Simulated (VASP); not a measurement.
# Nd2SO2: O into a neighbouring O vacancy, part 2 of 4

How hard is this move in Nd2SO2: O into a neighbouring O vacancy? Both ends are relaxed first, then a band of images between them. The start is a cell from a database of measured crystal structures.

VASP 6.6.1; PBEsol, 4f electrons in the core; plane waves and PAW (Nd_3, S, O).

Still holding for the runs below: The data set Nd_3 holds the 4f electrons frozen in the core, so no f bands or f moments appear.

So far. Step 2 (Relax the host): The run ended after 8 ionic steps, 0.169 eV below its first step, once forces and stress met EDIFFG = -0.02.

### 3. Relax the start

System of this step: Nd8S4O7. The cell holds 19 atoms: 8 Nd, 4 S and 7 O. Cell: a = 9.597 Å, b = 9.597 Å, c = 7.817 Å, α = 127.4°, β = 127.4°, γ = 90.5°. It derives from Nd2SO2. Nearest the centre at fractional (0.500, 0.500, 0.500): O16 at 1.43 Å, Nd1 at 1.87 Å, Nd5 at 1.89 Å, O18 at 3.11 Å, O14 at 3.11 Å, O15 at 3.14 Å, O19 at 3.15 Å, Nd8 at 3.34 Å.

A path needs two true minima; the start is relaxed with symmetry off.

The input, INCAR:

```
SYSTEM = Nd8S4O7
PREC = Normal
ENCUT = 400
EDIFF = 1E-05
NELM = 120
ISMEAR = 0
SIGMA = 0.05
LREAL = Auto
ALGO = Fast
GGA = PS
NBANDS = 96
LORBIT = 11
LWAVE = .FALSE.
LCHARG = .FALSE.
KPAR = 3
IBRION = 2
NSW = 60
ISIF = 2
EDIFFG = -0.05
POTIM = 0.4
MAXMIX = 40
ISYM = 0
```

The input, POSCAR:

```
Nd8S4O7
1.0
   -5.9042522344      3.4088216169      6.7538569010
    5.9042522344     -3.4088216169      6.7538569010
    1.9680840782      3.4088216169     -6.7538569010
Nd S O
8 4 7
Direct
    0.5296030676      0.6959425703      0.5044933765
    0.0300203789      0.1920483599      0.5006731550
    0.0289480871      0.6933982277      0.0011929695
    0.5275964016      0.1949686350      0.0008723237
    0.4721047095      0.3038060038      0.4974121472
    0.9729799650      0.8077764284      0.5016961850
    0.9725540248      0.3042781320     -0.0031182064
    0.4785832715      0.8093183139      0.0049941499
   -0.0058003170     -0.0099173672     -0.0152001367
    0.5009485102      0.4995625500     -0.0001324890
    0.4961787194      0.0031902700      0.5004871801
    0.0028789005      0.5071200746      0.5080354648
    0.8472556327      0.0150338126      0.4914420417
    0.8472302875      0.5159741676     -0.0051238208
    0.3489254218      0.0167948037     -0.0043402655
    0.6475123470      0.4810360616      0.5003991704
    0.1512469414      0.9847815684      0.5054298862
    0.1495614855      0.4797428959      0.0011407762
    0.6463674202      0.9835063770     -0.0024826928
```

The input, KPOINTS:

```
Automatic mesh
0
Gamma
3 3 3
0 0 0
```

The projector-augmented-wave data sets are Nd_3, S and O (PBE family, release 64).

Launch:

```
$ mpirun -np 3 vasp_std
```

Output:

```text
[banner, memory and clock lines left out]
running    3 mpi-ranks, on    1 nodes
 distrk:  each k-point on    1 cores,    3 groups
 distr:  one band on    1 cores,    1 groups

 POSCAR found type information on POSCAR NdS O
 POSCAR found :  3 types and      19 ions
 [... a notice as in an earlier step ...]

 LDA part: xc-table for (Slater+PW92), standard interpolation
 POSCAR, INCAR and KPOINTS ok, starting setup
 FFT: planning ... GRIDC
 FFT: planning ... GRID_SOFT
 FFT: planning ... GRID
 WAVECAR not read
 entering main loop
       N       E                     dE             d eps       ncg     rms          rms(c)
DAV:   1     0.123531123790E+04    0.12353E+04   -0.65247E+04  2688   0.125E+03
DAV:   2    -0.424445862331E+02   -0.12778E+04   -0.12316E+04  3096   0.360E+02
DAV:   3    -0.160650573688E+03   -0.11821E+03   -0.11731E+03  3408   0.104E+02
DAV:   4    -0.167875993246E+03   -0.72254E+01   -0.72121E+01  4368   0.226E+01
DAV:   5    -0.168242317272E+03   -0.36632E+00   -0.36625E+00  3872   0.399E+00    0.286E+01
RMM:   6    -0.151532611694E+03    0.16710E+02   -0.78305E+01  2688   0.198E+01    0.150E+01
RMM:   7    -0.151942086326E+03   -0.40947E+00   -0.14247E+01  3726   0.717E+00    0.892E+00
RMM:   8    -0.151783318302E+03    0.15877E+00   -0.31177E+00  3457   0.501E+00    0.282E+00
RMM:   9    -0.151636699808E+03    0.14662E+00   -0.12801E+00  3962   0.249E+00    0.625E-01
RMM:  10    -0.151689317457E+03   -0.52618E-01   -0.53328E-01  4605   0.115E+00    0.608E-01
RMM:  11    -0.151698704192E+03   -0.93867E-02   -0.13312E-01  4655   0.672E-01    0.377E-01
RMM:  12    -0.151703667000E+03   -0.49628E-02   -0.45493E-02  4182   0.576E-01    0.402E-01
RMM:  13    -0.151704345904E+03   -0.67890E-03   -0.34383E-02  4328   0.428E-01    0.134E-01
RMM:  14    -0.151705486062E+03   -0.11402E-02   -0.13613E-02  4611   0.213E-01    0.926E-02
RMM:  15    -0.151706115011E+03   -0.62895E-03   -0.62092E-03  4600   0.138E-01    0.118E-01
RMM:  16    -0.151706279705E+03   -0.16469E-03   -0.21604E-03  4537   0.925E-02    0.102E-01
RMM:  17    -0.151706445850E+03   -0.16615E-03   -0.11991E-03  4375   0.694E-02    0.162E-01
RMM:  18    -0.151706317670E+03    0.12818E-03   -0.67875E-04  4011   0.996E-02    0.176E-02
RMM:  19    -0.151706345906E+03   -0.28235E-04   -0.31383E-04  4320   0.445E-02    0.194E-02
RMM:  20    -0.151706352946E+03   -0.70401E-05   -0.10916E-04  3417   0.228E-02    0.843E-03
RMM:  21    -0.151706355339E+03   -0.23936E-05   -0.44948E-05  2572   0.146E-02
   1 F= -.15170636E+03 E0= -.15170636E+03  d E =-.151706E+03
 curvature:   0.00 expect dE= 0.000E+00 dE for cont linesearch  0.000E+00
 trial: gam= 0.00000 g(F)=  0.191E+00 g(S)=  0.000E+00 ort = 0.000E+00 (trialstep = 0.100E+01)
 search vector abs. value=  0.191E+00
 bond charge predicted
       N       E                     dE             d eps       ncg     rms          rms(c)
DAV:   1    -0.151791302730E+03   -0.84950E-01   -0.16687E+01  2928   0.146E+01    0.137E+00
RMM:   2    -0.151846460527E+03   -0.55158E-01   -0.75653E-01  2729   0.297E+00    0.787E-01
RMM:   3    -0.151849267585E+03   -0.28071E-02   -0.12286E-01  3747   0.110E+00    0.374E-01
RMM:   4    -0.151855394713E+03   -0.61271E-02   -0.49976E-02  4221   0.710E-01    0.101E+00
RMM:   5    -0.151851918785E+03    0.34759E-02   -0.10754E-02  4151   0.323E-01    0.648E-01
RMM:   6    -0.151849952923E+03    0.19659E-02   -0.85112E-03  4596   0.283E-01    0.232E-01
RMM:   7    -0.151849740383E+03    0.21254E-03   -0.42207E-03  4644   0.164E-01    0.683E-02
RMM:   8    -0.151849970971E+03   -0.23059E-03   -0.13892E-03  4680   0.102E-01    0.916E-02
WARNING in EDDRMM: call to ZHEGV failed, returncode =   6  3     39
RMM:  10    -0.151849995100E+03    0.54018E-05   -0.35821E-04  3977   0.378E-02    0.505E-02
RMM:  11    -0.151849990793E+03    0.43071E-05   -0.16279E-04  4105   0.290E-02    0.403E-02
RMM:  12    -0.151849979387E+03    0.11405E-04   -0.14462E-04  4318   0.278E-02    0.154E-02
RMM:  13    -0.151849981497E+03   -0.21098E-05   -0.62053E-05  2802   0.169E-02
   2 F= -.15184998E+03 E0= -.15184998E+03  d E =-.143626E+00
[...]
WARNING in EDDRMM: call to ZHEGV failed, returncode =   6  3     38
WARNING in EDDRMM: call to ZHEGV failed, returncode =   6  3     25
[... from here on, the cycles between the ionic steps are left out ...]
   3 F= -.15190082E+03 E0= -.15190082E+03  d E =-.194469E+00
   4 F= -.15191986E+03 E0= -.15191986E+03  d E =-.190384E-01
   5 F= -.15192393E+03 E0= -.15192393E+03  d E =-.231083E-01
[...]
WARNING in EDDRMM: call to ZHEGV failed, returncode =   6  3     41
   6 F= -.15192893E+03 E0= -.15192893E+03  d E =-.499777E-02
[...]
WARNING in EDDRMM: call to ZHEGV failed, returncode =   6  3     57
   7 F= -.15193001E+03 E0= -.15193001E+03  d E =-.607439E-02
   8 F= -.15193001E+03 E0= -.15193001E+03  d E =-.608173E-02
 curvature:  -1.54 expect dE=-0.114E-02 dE for cont linesearch -0.645E-08
 trial: gam= 0.15006 g(F)=  0.738E-03 g(S)=  0.000E+00 ort = 0.520E-05 (trialstep = 0.160E+01)
 search vector abs. value=  0.885E-03
 bond charge predicted
       N       E                     dE             d eps       ncg     rms          rms(c)
DAV:   1    -0.151930124890E+03   -0.11199E-03   -0.22203E-01  3024   0.163E+00    0.135E-01
RMM:   2    -0.151930762924E+03   -0.63803E-03   -0.81151E-03  2705   0.316E-01    0.100E-01
RMM:   3    -0.151930805995E+03   -0.43071E-04   -0.13334E-03  3774   0.114E-01    0.413E-02
RMM:   4    -0.151930810730E+03   -0.47344E-05   -0.32634E-04  4376   0.476E-02    0.479E-02
RMM:   5    -0.151930843707E+03   -0.32977E-04   -0.13847E-04  4318   0.267E-02    0.733E-02
RMM:   6    -0.151930843608E+03    0.99533E-07   -0.58416E-05  2906   0.157E-02
   9 F= -.15193084E+03 E0= -.15193084E+03  d E =-.828989E-03
 trial-energy change:   -0.000829  1 .order   -0.000813   -0.001181   -0.000445
 step:   2.5667(harm=  2.5667)  dis= 0.00443  next Energy=  -151.930962 (dE=-0.948E-03)
 reached required accuracy - stopping structural energy minimisation
```

It took 16 min on 3 MPI ranks of Intel Xeon Platinum 8259CL at 2.50GHz (Skylake/Cascade Lake), shared host; peak memory 1.4 GiB.

Parts of OUTCAR (step 3):

```text
 Found     14 irreducible k-points:

   k-points           NKPTS =     14   k-points in BZ     NKDIM =     14   number of bands    NBANDS=     96

   dimension x,y,z NGX =    48 NGY =   48 NGZ =   40
   dimension x,y,z NGXF=    96 NGYF=   96 NGZF=   80

   ENCUT  =  400.0 eV  29.40 Ry    5.42 a.u.  15.65 15.65 12.75*2*pi/ulx,y,z

   NELECT =     154.0000    total number of electrons

 E-fermi :   5.2431

 k-point     1 :       0.0000    0.0000    0.0000
  band No.  band energies     occupation
    ...
     73       1.9765      2.00000
     74       2.2816      2.00000
     75       2.5115      2.00000
     76       2.5140      2.00000
     77       4.6137      2.00000
     78       5.7556      0.00000
     79       6.1890      0.00000
     80       6.3092      0.00000
     81       6.5255      0.00000
     82       6.6853      0.00000
    ...

 k-point     2 :       0.3333    0.0000    0.0000
  band No.  band energies     occupation
    ...
     73       1.8614      2.00000
     74       1.9106      2.00000
     75       2.1185      2.00000
     76       2.2267      2.00000
     77       4.8960      2.00000
     78       5.7748      0.00000
     79       5.9036      0.00000
     80       6.1598      0.00000
     81       6.5802      0.00000
     82       6.8511      0.00000
    ...

  Total       -4.5847830     -4.6141429     -4.7475940     -0.0943164     -0.0329176      0.0432124
  in kB      -20.2646732    -20.3944436    -20.9842953     -0.4168771     -0.1454954      0.1909982
  external PRESSURE =     -20.5478040 kB  Pullay stress =       0.0000000 kB

  energy-cutoff  :      400.00
  volume of cell :      362.48
      direct lattice vectors                 reciprocal lattice vectors
    -5.904252234  3.408821617  6.753856901     0.000000000  0.146678253  0.074031773
     5.904252234 -3.408821617  6.753856901     0.127027093  0.073339127  0.074031773
     1.968084078  3.408821617 -6.753856901     0.127027093  0.220017380  0.000000000

 POSITION                                       TOTAL-FORCE (eV/Angst)
 -----------------------------------------------------------------------------------
      1.96959      1.13371      4.94916         0.006965      0.001178      0.000785
      1.96336      1.13613     -1.88736         0.004914      0.000752     -0.010516
      3.93557     -2.27060      4.85903        -0.000743     -0.006108      0.011283
      0.00132      4.54019     -1.88956        -0.007155     -0.006231      0.007731
     -0.06146      2.30416      1.88420        -0.003261      0.000910      0.007319
     -0.00360      2.26988      8.65014         0.012600     -0.003855     -0.019748
     -1.97246      5.60582      1.88330        -0.000292      0.002619      0.007929
      2.03357     -1.10261      8.64307        -0.019031      0.003670     -0.021162
      0.01125      0.01756      0.02320         0.014485      0.012963      0.003190
      1.96054      3.37965      0.02461        -0.008436      0.003897     -0.003803
      3.94625     -0.00949      6.71974         0.009563     -0.003566      0.026112
      3.91782      0.01104      0.00368         0.003145     -0.015469     -0.007592
     -3.95285      4.54920      2.51200         0.008781      0.002489     -0.020479
     -1.96063      1.14384      9.26454         0.003608      0.005479      0.007932
     -0.00094      4.52548     -4.23606        -0.012091      0.011990     -0.013836
      0.04057      2.24954      4.21325        -0.008244     -0.003432      0.023879
      5.90704     -1.14178      4.26327        -0.001064     -0.001861     -0.005720
      1.95917     -1.09667      4.21682         0.003736     -0.001686      0.012431
      3.90100      2.25560      4.22378        -0.007482     -0.003738     -0.005736
 -----------------------------------------------------------------------------------
    total drift:                               -0.005990      0.004289     -0.000760

  FREE ENERGIE OF THE ION-ELECTRON SYSTEM (eV)
  ---------------------------------------------------
  free  energy   TOTEN  =      -151.9308436077 eV

  energy  without entropy=     -151.9308436077  energy(sigma->0) =     -151.93084361

 total charge
# of ion       s       p       d       tot
------------------------------------------
    1        2.091   5.881   0.837   8.809
    2        2.089   5.891   0.822   8.801
    3        2.088   5.889   0.820   8.797
    4        2.088   5.888   0.820   8.796
    5        2.094   5.879   0.859   8.832
    6        2.091   5.893   0.831   8.815
    7        2.094   5.878   0.857   8.829
    8        2.094   5.878   0.858   8.829
    9        1.312   2.451   0.000   3.763
   10        1.312   2.451   0.000   3.763
   11        1.313   2.459   0.000   3.772
   12        1.312   2.447   0.000   3.759
   13        1.587   3.471   0.000   5.058
   14        1.587   3.472   0.000   5.059
   15        1.587   3.472   0.000   5.059
   16        1.586   3.454   0.000   5.040
   17        1.586   3.465   0.000   5.051
   18        1.586   3.454   0.000   5.040
   19        1.586   3.454   0.000   5.039
--------------------------------------------------
tot         33.082  81.128   6.703 120.912

[... 1 part as in an earlier step ...]

[... 7 further parts left out ...]
```

Step by step:

| step | energy less that of the first step (eV) | largest force (eV/Å) |
| --- | --- | --- |
| 1 | 0.0000 | 0.9809 |
| 2 | -0.1436 | 0.4638 |
| 3 | -0.1945 | 0.2803 |
| 4 | -0.2135 | 0.1955 |
| 5 | -0.2176 | 0.1649 |
| 6 | -0.2226 | 0.0835 |
| 7 | -0.2237 | 0.0535 |
| 8 | -0.2237 | 0.0515 |
| 9 | -0.2245 | 0.0287 |

The atoms that moved most (Å):

| atom | dx | dy | dz | length |
| --- | --- | --- | --- | --- |
| S9 | 0.065 | 0.055 | 0.027 | 0.090 |
| Nd1 | -0.005 | -0.019 | 0.079 | 0.082 |
| Nd8 | 0.071 | 0.008 | -0.022 | 0.075 |
| Nd7 | 0.011 | -0.070 | -0.007 | 0.072 |
| O19 | -0.053 | 0.004 | -0.047 | 0.071 |
| S12 | -0.059 | -0.002 | -0.010 | 0.060 |
| Nd5 | -0.047 | 0.035 | 0.003 | 0.058 |
| O16 | 0.039 | -0.024 | -0.029 | 0.054 |

Final coordinates:

```
Nd S O
1.0
    -5.90425    3.40882    6.75386
     5.90425   -3.40882    6.75386
     1.96808    3.40882   -6.75386
Nd S O
8 4 7
Direct
  0.53269 0.69973 0.49963
  0.02692 0.19300 0.49937
  0.02667 0.69312 0.00035
  0.52606 0.19325 0.99909
  0.47746 0.30067 0.49915
  0.97333 0.80640 0.49896
  0.96168 0.29999 0.98282
  0.47813 0.81732 0.01573
  0.00429 0.00443 0.00529
  0.49754 0.49872 0.99262
  0.49608 0.99806 0.49919
  0.00189 0.49875 0.50010
  0.85324 0.01748 0.49878
  0.85365 0.52070 0.00261
  0.35019 0.01817 0.99556
  0.64187 0.48205 0.50009
  0.14814 0.98223 0.49914
  0.15132 0.48062 0.00758
  0.64354 0.97365 0.99180
```

This step gave:

```
electronic cycles              : 88
electrons                      : 154
free energy (TOTEN)            : -151.9308 eV
Fermi energy                   : 5.243 eV
gap on the k-mesh              : 0.4790 eV
least direct gap on the k-mesh : 0.5779 eV
```

The run ended after 9 ionic steps, 0.224 eV below its first step, once the forces on the free atoms met EDIFFG = -0.05.

[end of part 2 of 4]

[Lines on the potential files, build, host, timing and source positions are cut from VASP's logs without a mark.]

[Logs are printed without paths, hosts, clocks, repeated set-up lines and the standing remarks that a program may print on its own settings, such as how far it seeks lower states.]

[Hosts, paths, dates, database ids (printed as entryN), source tags and the programs' standing remarks are cut or masked in the printed files.]

[Runs that stopped without an error message from VASP are left out.]
